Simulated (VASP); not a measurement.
A convergence study with VASP on BaTiO3 (cubic perovskite): one setting is varied, all else stays as given below, so the limit is that of these other settings.

```yaml
crystal:
  lattice:
    - [4.00000, 0.00000, 0.00000]
    - [0.00000, 4.00000, 0.00000]
    - [0.00000, 0.00000, 4.00000]
  atoms:
    - { symbol: Ba, position: [0.00000, 0.00000, 0.00000] }
    - { symbol: Ti, position: [0.50000, 0.50000, 0.50000] }
    - { symbol: O, position: [0.50000, 0.00000, 0.50000] }
    - { symbol: O, position: [0.00000, 0.50000, 0.50000] }
    - { symbol: O, position: [0.50000, 0.50000, 0.00000] }
```

All values below come from LDA (Ceperley-Alder, Perdew-Zunger), VASP's LDA PAW potentials (set 64) (plane waves; VASP). The tightest run used: 700 eV cut-off, 14×14×14 Γ-centred mesh, tetrahedra with Blöchl corrections, potentials Ba_sv Ti_sv O.

Unless said otherwise, spin-orbit coupling is left out, though it shifts the bands of the heavy elements here. Gaps are read on the run's mesh, which can miss a band edge.

The settings run are 3×3×3 mesh; 4×4×4 mesh; 5×5×5 mesh; 6×6×6 mesh; 7×7×7 mesh; 8×8×8 mesh; 9×9×9 mesh; 10×10×10 mesh; 11×11×11 mesh; 12×12×12 mesh; 13×13×13 mesh; 14×14×14 mesh. From which on does the stress (every component) stay within 0.2 GPa of the tightest run?

From 4×4×4 mesh on: it is off by 0.06 there and by no more than 0.2 in any finer run, while 3×3×3 mesh is off by 0.29.
```json
[
 {"setting": "3×3×3 mesh", "E (eV/atom)": "-8.8048", "pressure (GPa)": "-6.48", "gap on the mesh (eV)": "1.722", "irreducible k-points": "4", "difference judged (GPa)": "0.29"},
 {"setting": "4×4×4 mesh", "E (eV/atom)": "-8.8218", "pressure (GPa)": "-6.71", "gap on the mesh (eV)": "1.643", "irreducible k-points": "10", "difference judged (GPa)": "0.06"},
 {"setting": "5×5×5 mesh", "E (eV/atom)": "-8.8247", "pressure (GPa)": "-6.76", "gap on the mesh (eV)": "1.776", "irreducible k-points": "10", "difference judged (GPa)": "0.01"},
 {"setting": "6×6×6 mesh", "E (eV/atom)": "-8.8252", "pressure (GPa)": "-6.76", "gap on the mesh (eV)": "1.661", "irreducible k-points": "20", "difference judged (GPa)": "0.00"},
 {"setting": "7×7×7 mesh", "E (eV/atom)": "-8.8253", "pressure (GPa)": "-6.77", "gap on the mesh (eV)": "1.724", "irreducible k-points": "20", "difference judged (GPa)": "0.00"},
 {"setting": "8×8×8 mesh", "E (eV/atom)": "-8.8253", "pressure (GPa)": "-6.77", "gap on the mesh (eV)": "1.662", "irreducible k-points": "35", "difference judged (GPa)": "0.00"},
 {"setting": "9×9×9 mesh", "E (eV/atom)": "-8.8253", "pressure (GPa)": "-6.77", "gap on the mesh (eV)": "1.700", "irreducible k-points": "35", "difference judged (GPa)": "0.00"},
 {"setting": "10×10×10 mesh", "E (eV/atom)": "-8.8253", "pressure (GPa)": "-6.77", "gap on the mesh (eV)": "1.662", "irreducible k-points": "56", "difference judged (GPa)": "0.00"},
 {"setting": "11×11×11 mesh", "E (eV/atom)": "-8.8253", "pressure (GPa)": "-6.77", "gap on the mesh (eV)": "1.687", "irreducible k-points": "56", "difference judged (GPa)": "0.00"},
 {"setting": "12×12×12 mesh", "E (eV/atom)": "-8.8253", "pressure (GPa)": "-6.75", "gap on the mesh (eV)": "1.662", "irreducible k-points": "84", "difference judged (GPa)": "0.02"},
 {"setting": "13×13×13 mesh", "E (eV/atom)": "-8.8253", "pressure (GPa)": "-6.77", "gap on the mesh (eV)": "1.680", "irreducible k-points": "84", "difference judged (GPa)": "0.00"},
 {"setting": "14×14×14 mesh", "E (eV/atom)": "-8.8253", "pressure (GPa)": "-6.77", "gap on the mesh (eV)": "1.662", "irreducible k-points": "120", "difference judged (GPa)": "0.00"}
]
```

Left out are rungs that failed or repeat a setting and relaxations that didn't move; long series are thinned to 24 rows.

The compound is BaTiO3 in the cubic perovskite structure, the ideal cubic form; the compound distorts at low or room temperature. The cell was not relaxed at this level.
